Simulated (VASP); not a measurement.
Output of a VASP run:

File OSZICAR:
```
       N       E                     dE             d eps       ncg     rms          rms(c)
DAV:   1     0.225687739333E+03    0.22569E+03   -0.70915E+03 32642   0.127E+03
DAV:   2     0.198060220661E+01   -0.22371E+03   -0.20319E+03 21330   0.406E+02
DAV:   3    -0.287557154087E+02   -0.30736E+02   -0.30301E+02 24002   0.646E+01
DAV:   4    -0.296095623388E+02   -0.85385E+00   -0.85302E+00 24506   0.119E+01
DAV:   5    -0.296152399594E+02   -0.56776E-02   -0.56774E-02 24510   0.102E+00    0.341E+00
DAV:   6    -0.269079017252E+02    0.27073E+01   -0.21890E-01 23108   0.393E+00    0.197E+00
DAV:   7    -0.271442335389E+02   -0.23633E+00   -0.15956E-01 28392   0.305E+00    0.351E-01
DAV:   8    -0.269131460501E+02    0.23109E+00   -0.60913E-02 22920   0.171E+00    0.132E-01
DAV:   9    -0.269080593221E+02    0.50867E-02   -0.54769E-03 23088   0.272E-01    0.111E-01
DAV:  10    -0.268155049076E+02    0.92554E-01   -0.32026E-02 21678   0.772E-01    0.725E-02
DAV:  11    -0.269088915548E+02   -0.93387E-01   -0.30435E-02 21244   0.523E-01    0.266E-02
DAV:  12    -0.269090912719E+02   -0.19972E-03   -0.73468E-04 24636   0.963E-02    0.169E-02
DAV:  13    -0.269088553891E+02    0.23588E-03   -0.10337E-04 23544   0.418E-02    0.883E-03
DAV:  14    -0.269091749507E+02   -0.31956E-03   -0.75166E-05 22602   0.409E-02    0.451E-03
DAV:  15    -0.269091757585E+02   -0.80781E-06   -0.28346E-06 25042   0.682E-03    0.275E-03
DAV:  16    -0.269091763432E+02   -0.58470E-06   -0.12784E-07 22140   0.176E-03    0.267E-03
DAV:  17    -0.269091771470E+02   -0.80380E-06   -0.12401E-07 21642   0.140E-03    0.177E-03
DAV:  18    -0.269091781953E+02   -0.10482E-05   -0.22928E-07 21380   0.177E-03    0.636E-04
DAV:  19    -0.269091780945E+02    0.10073E-06   -0.47066E-08 21284   0.758E-04    0.593E-04
DAV:  20    -0.269091780447E+02    0.49780E-07   -0.11316E-08 20206   0.477E-04
   1 F= -.26909178E+02 E0= -.26909178E+02  d E =-.665150E-49
 imaginary and real dielectric function
```

### OUTCAR
```
------------------------ aborting loop because EDIFF is reached ----------------------------------------
  FORCE on cell =-STRESS in cart. coord.  units (eV):
  Direction    XX          YY          ZZ          XY          YZ          ZX
  --------------------------------------------------------------------------------------
  Total        0.0261487      0.0261487      0.0261487      0.0000000      0.0000000      0.0000000
  in kB        0.9319802      0.9319802      0.9319802      0.0000000      0.0000000      0.0000000
  external PRESSURE =       0.9319802 kB  Pullay stress =       0.0000000 kB
  volume of cell :       44.95
      direct lattice vectors                 reciprocal lattice vectors
     0.000000000  2.822114032  2.822114032    -0.177172146  0.177172146  0.177172146
     2.822114032  0.000000000  2.822114032     0.177172146 -0.177172146  0.177172146
     2.822114032  2.822114032  0.000000000     0.177172146  0.177172146 -0.177172146
 POSITION                                       TOTAL-FORCE (eV/Angst)
 -----------------------------------------------------------------------------------
      0.00000      0.00000      0.00000        -0.000000     -0.000000     -0.000000
      1.41106      1.41106      1.41106         0.000000      0.000000      0.000000
 -----------------------------------------------------------------------------------
    total drift:                                0.000000      0.000000      0.000000
  FREE ENERGIE OF THE ION-ELECTRON SYSTEM (eV)
  ---------------------------------------------------
  free  energy   TOTEN  =       -26.9091780447 eV

  energy  without entropy=      -26.9091780447  energy(sigma->0) =      -26.90917804

 plasma frequency squared (from intraband transitions) (eV^2)
  --------------------------------------------------------------------------------------
       0.000       0.000       0.000
       0.000       0.000       0.000
       0.000       0.000       0.000

 plasma frequency squared (from interband transitions, int dw w eps(2)(w)) (eV^2)
  --------------------------------------------------------------------------------------
     362.720       0.000      -0.000      -0.000      -0.000       0.000
      -0.000       0.000     362.720       0.000      -0.000       0.000
      -0.000      -0.000      -0.000      -0.000     362.720       0.000
```
(Selected blocks of OUTCAR.)

File POSCAR:
```
Ge
1
    0.0000000000     2.8221140317     2.8221140317
    2.8221140317     0.0000000000     2.8221140317
    2.8221140317     2.8221140317     0.0000000000
Ge
2
Direct
  0.0000000000   0.0000000000   0.0000000000
  0.2500000000   0.2500000000   0.2500000000
```

Problem. Reconstruct the remaining input files.

Solution. This is not unique; one that fits is the input of the run itself, r2SCAN+rVV10, plane waves, VASP's PBE PAW potentials (set 64).

### INCAR
```
LREAL = F   ! projection in real space or not
LASPH = T
LWAVE = F
CSHIFT = 0.1
PREC = Accurate
METAGGA = R2SCAN
BPARAM = 11.95
NEDOS = 1001   ! DOS grid
LCHARG = F
EDIFF = 1E-7   ! SCF stop (eV)
NELM = 100
LMAXMIX = 4   ! l cut-off of mixed one-centre charges
LMIXTAU = T
ENCUT = 400   ! plane-wave cut-off (eV)
ISMEAR = 0   ! Gaussian
LPEAD = T
SYSTEM = Ge
SIGMA = 0.01
NBANDS = 54
ALGO = Normal   ! blocked Davidson
CPARAM = 0.0093
LUSE_VDW = T
LOPTICS = T
```

KPOINTS:
```
kpoints
0
G
 18 18 18
0 0 0
```

POTCAR, in this order: Ge_d (PBE.64 set). Program: vasp_std.

The dielectric response may not be converged in the k-mesh; for small gaps it tends to come out too large.

The structure comes from a measured Ge entry (Fd-3m) of the Crystallography Open Database, whose conditions weren't checked. It was relaxed first.
